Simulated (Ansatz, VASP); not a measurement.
## ZrAl3B3N in VASP and in Ansatz

```
Zr Al B N
1.0
     3.73429    0.00000    0.00000
    -1.86715    3.23399    0.00000
     0.00000    0.00000    8.57719
Zr Al B N
1 3 3 1
Direct
  0.33333 0.66667 0.50000
  0.00000 0.00000 0.00000
  0.33333 0.66667 0.81896
  0.33333 0.66667 0.18104
  0.00000 0.00000 0.33180
  0.00000 0.00000 0.66820
  0.66667 0.33333 0.00000
  0.00000 0.00000 0.50000
```

Alike in both runs: functional PBE; k mesh 3 × 3 × 2; occupations gaussian, width 0.15 eV; no spin polarisation.

Ansatz relaxed the structure, and its values are those at the end. VASP's run is a single point on that final structure, the one shown.

|  | VASP | Ansatz |
| --- | --- | --- |
| version | VASP 6.6.1 | Ansatz 0.2.0 |
| potentials or method | VASP PAW PBE potentials, release 64 (Zr_sv, Al, B, N) | scalar-relativistic, plane waves, PAW |
| plane-wave cutoff (eV) | 520 | 420 |
| valence electrons in the cell | 35 | 35 |

```csv
,VASP,Ansatz,Ansatz less VASP
gap on the k mesh at the Fermi level (eV),none,none,-
pressure (GPa),0.3,0.2,-0.05
rms of the force components (eV/Å),0.006,0.003,-0.0028
```

A gap of «none» marks a metal or a gap that the smearing closes. The functional is the same, so the differences come from potentials, cutoffs and numerics.

Caveats: the k mesh is coarse (spacing up to 0.65 Å⁻¹), so the values aren't converged.
